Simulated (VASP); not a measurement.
Level of theory: LDA (Ceperley-Alder, Perdew-Zunger), VASP's LDA PAW potentials (set 64) (plane waves; VASP).

VASP input:

### INCAR
```
SYSTEM = AgCl
PREC = Accurate
ENCUT = 520
EDIFF = 1E-6
NELM = 100
ALGO = Normal
LREAL = .FALSE.
LASPH = .TRUE.
ISMEAR = 0
SIGMA = 0.05
LMAXMIX = 4
LWAVE = .FALSE.
LCHARG = .FALSE.
IBRION = 2
ISIF = 3
NSW = 60
EDIFFG = -0.01
```

**KPOINTS**
```
Automatic mesh
0
Gamma
8 8 8
0 0 0
```

File POSCAR:
```
AgCl
1
    0.0000000000     2.6773618852     2.6773618852
    2.6773618852     0.0000000000     2.6773618852
    2.6773618852     2.6773618852    -0.0000000000
Ag Cl
1 1
Direct
  0.0000000000   0.0000000000   0.0000000000
  0.5000000000   0.5000000000   0.5000000000
```

POTCAR, in this order: Ag Cl (LDA.64 set). Program: vasp_std.

What VASP printed:

### OUTCAR
```
 ion  position               nearest neighbor table
   1  0.000  0.000  0.000-   2 2.68   2 2.68   2 2.68   2 2.68   2 2.68   2 2.68
   2  0.500  0.500  0.500-   1 2.68   1 2.68   1 2.68   1 2.68   1 2.68   1 2.68
  LATTYP: Found a face centered cubic cell.
 ALAT       =     5.3547237704
 Subroutine PRICEL returns:
 Original cell was already a primitive cell.
 Subroutine GETGRP returns: Found 48 space group operations
The static configuration has the point symmetry O_h .
The dynamic configuration has the point symmetry O_h .
 Subroutine INISYM returns: Found 48 space group operations
 Subroutine IBZKPT returns following result:
 Found     29 irreducible k-points:

 Following reciprocal coordinates:
            Coordinates               Weight
  0.000000  0.000000  0.000000      1.000000
  0.125000  0.000000  0.000000      8.000000
  0.250000  0.000000  0.000000      8.000000
  0.375000  0.000000  0.000000      8.000000
  0.500000  0.000000  0.000000      4.000000
  0.125000  0.125000  0.000000      6.000000
  0.250000  0.125000  0.000000     24.000000
  0.375000  0.125000  0.000000     24.000000
  0.500000  0.125000  0.000000     24.000000
 -0.375000  0.125000  0.000000     24.000000
 -0.250000  0.125000  0.000000     24.000000
 -0.125000  0.125000  0.000000     12.000000
  0.250000  0.250000  0.000000      6.000000
  0.375000  0.250000  0.000000     24.000000
  0.500000  0.250000  0.000000     24.000000
 -0.375000  0.250000  0.000000     24.000000
 -0.250000  0.250000  0.000000     12.000000
  0.375000  0.375000  0.000000      6.000000
  0.500000  0.375000  0.000000     24.000000
 -0.375000  0.375000  0.000000     12.000000
  0.500000  0.500000  0.000000      3.000000
  0.375000  0.250000  0.125000     24.000000
  0.500000  0.250000  0.125000     48.000000
 -0.375000  0.250000  0.125000     24.000000
...
```

File OSZICAR:
```
       N       E                     dE             d eps       ncg     rms          rms(c)
DAV:   1     0.990469629066E+02    0.99047E+02   -0.89307E+03   786   0.126E+03
DAV:   2    -0.314118803472E+01   -0.10219E+03   -0.95966E+02   874   0.256E+02
DAV:   3    -0.691899038693E+01   -0.37778E+01   -0.37623E+01   889   0.531E+01
DAV:   4    -0.694841418365E+01   -0.29424E-01   -0.29419E-01   844   0.521E+00
DAV:   5    -0.694880042414E+01   -0.38624E-03   -0.38624E-03   899   0.599E-01    0.889E+00
DAV:   6    -0.680206689130E+01    0.14673E+00   -0.32323E-01   820   0.834E+00    0.581E+00
DAV:   7    -0.679536163471E+01    0.67053E-02   -0.71149E-02   759   0.219E+00    0.219E+00
DAV:   8    -0.679309817041E+01    0.22635E-02   -0.39353E-03   814   0.719E-01    0.273E-01
DAV:   9    -0.679301157597E+01    0.86594E-04   -0.47890E-04   874   0.292E-01    0.336E-02
DAV:  10    -0.679301579926E+01   -0.42233E-05   -0.12917E-05   819   0.425E-02    0.148E-02
DAV:  11    -0.679301701596E+01   -0.12167E-05   -0.16224E-06   552   0.128E-02    0.410E-03
DAV:  12    -0.679301690914E+01    0.10682E-06   -0.15337E-07   407   0.527E-03
   1 F= -.67930169E+01 E0= -.67930169E+01  d E =-.679302E+01
```

### OUTCAR
```
------------------------ aborting loop because EDIFF is reached ----------------------------------------
  FORCE on cell =-STRESS in cart. coord.  units (eV):
  Direction    XX          YY          ZZ          XY          YZ          ZX
  --------------------------------------------------------------------------------------
  Total        0.0013281      0.0013281      0.0013281      0.0000000      0.0000000     -0.0000000
  in kB        0.0554343      0.0554343      0.0554343      0.0000000      0.0000000     -0.0000000
  external PRESSURE =       0.0554343 kB  Pullay stress =       0.0000000 kB
  volume of cell :       38.38
      direct lattice vectors                 reciprocal lattice vectors
     0.000000000  2.677361885  2.677361885    -0.186750996  0.186750996  0.186750996
     2.677361885  0.000000000  2.677361885     0.186750996 -0.186750996  0.186750996
     2.677361885  2.677361885  0.000000000     0.186750996  0.186750996 -0.186750996
  FREE ENERGIE OF THE ION-ELECTRON SYSTEM (eV)
  ---------------------------------------------------
  free  energy   TOTEN  =        -6.7930169091 eV

  energy  without entropy=       -6.7930169091  energy(sigma->0) =       -6.79301691

 reached required accuracy - stopping structural energy minimisation
```
(Selected blocks of OUTCAR.)

The compound is AgCl in the rock salt structure. It was relaxed first, which changed the volume by -10 %. The start is the result of an earlier pass.
